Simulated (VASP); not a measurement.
Crystal: AlN.

```
CELL_PARAMETERS angstrom
3.11300 0.00000 0.00000
-1.55650 2.69594 0.00000
0.00000 0.00000 4.98100
ATOMIC_POSITIONS crystal
Al 0.33333 0.66667 0.00000
Al 0.66667 0.33333 0.50000
N 0.33333 0.66667 0.38000
N 0.66667 0.33333 0.88000
```

- Program: VASP 6.6.1
- Task: relaxation of cell and atoms
- Functional: PBE
- Potentials or basis: VASP PAW PBE potentials, release 64 (Al, N)
- Cutoff: 520 eV
- k mesh: 12 × 12 × 6
- Occupations: gaussian, width 0.02 eV
- Spin: no spin polarisation

At the start: pressure 3.5 GPa; volume 10.45 Å³/atom.

**Question.** Where does the relaxation end?

**Answer.** Over 3 steps the energy falls by 2.2 meV/atom and the volume is 10.63 Å³/atom (+1.7 %); space group P6_3mc (No. 186, to 0.05 Å).

Step by step:
```csv
step,energy change (eV),largest force (eV/Å),pressure (GPa),volume (Å³)
1,0.0000,0.1289,3.46,41.80
2,-0.0019,0.0913,-2.90,43.18
3,-0.0088,0.0034,0.00,42.52
```

Final structure:
```cif
data_structure
_symmetry_space_group_name_H-M 'P 1'
_symmetry_Int_Tables_number 1
_cell_length_a 3.1279
_cell_length_b 3.1279
_cell_length_c 5.0185
_cell_angle_alpha 90.000
_cell_angle_beta 90.000
_cell_angle_gamma 120.000
_cell_volume 42.52
loop_
_atom_site_label
_atom_site_type_symbol
_atom_site_fract_x
_atom_site_fract_y
_atom_site_fract_z
_atom_site_occupancy
Al1 Al 0.33333 0.66667 0.99934 1
Al2 Al 0.66667 0.33333 0.49934 1
N1 N 0.33333 0.66667 0.38066 1
N2 N 0.66667 0.33333 0.88066 1
```
